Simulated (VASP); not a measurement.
An input for Quantum ESPRESSO's pw.x (written as the equivalent of a VASP run, and not itself run):

```
&CONTROL
  calculation = 'vc-relax'
  pseudo_dir = './pseudo'
  outdir = './out'
  tprnfor = .true.
  tstress = .true.
  nstep = 60
  forc_conv_thr = 0.00039
/
&SYSTEM
  ibrav = 0
  nat = 2
  ntyp = 2
  ecutwfc = 110
  occupations = 'smearing'
  smearing = 'methfessel-paxton'
  degauss = 0.00735
  input_dft = 'pbe'
/
&ELECTRONS
  conv_thr = 7.3e-08
  electron_maxstep = 100
/
&IONS
/
&CELL
/
ATOMIC_SPECIES
  La 138.905 La.upf
  As 74.922 As.upf
CELL_PARAMETERS angstrom
     3.7436149   -0.0000000    0.0000000
    -0.0000000    3.7436149   -0.0000000
    -0.0000000   -0.0000000    3.7436149
ATOMIC_POSITIONS crystal
  La   0.0000000  0.0000000  0.0000000
  As   0.5000000  0.5000000  0.5000000
K_POINTS automatic
  9 9 9 0 0 0
```

### Question
Translate this input to VASP (INCAR, KPOINTS, POSCAR, choice of POTCAR).

### Answer
One answer among several that fit: 
**INCAR**
```
ALGO=Normal
EDIFF=1E-6
EDIFFG=-0.01
ENCUT=400
GGA=PE
IBRION=2
ISIF=3
ISMEAR=1
LASPH=.TRUE.
LCHARG=.FALSE.
LMAXMIX=6
LREAL=.FALSE.
LWAVE=.FALSE.
NELM=100
NSW=60
PREC=Accurate
SIGMA=0.1
SYSTEM=LaAs
```

**KPOINTS**
```
K-points
0
gamma
  9 9 9
```

**POSCAR**
```
LaAs
1.0
  3.7436148606   0.0000000000   0.0000000000
  0.0000000000   3.7436148606   0.0000000000
  0.0000000000   0.0000000000   3.7436148606
La As
1 1
direct
  0.0000000000   0.0000000000   0.0000000000
  0.5000000000   0.5000000000   0.5000000000
```

POTCAR, in this order: La As (PBE.64 set). Program: vasp_std.

Limits of the translation: the potentials are each code's own (VASP's PAW set, PseudoDojo norm-conserving files in pw.x), so ENCUT and ecutwfc are chosen apart and not converted; conv_thr bounds pw.x's estimated SCF error, while EDIFF bounds the energy change between steps; forc_conv_thr acts on force components and is met together with etot_conv_thr.

The structure was generated: LaAs was put into the CsCl type type (Pm-3m), which need not be its known phase. It was relaxed first, which changed the volume by -31 %. The start is the result of an earlier pass.
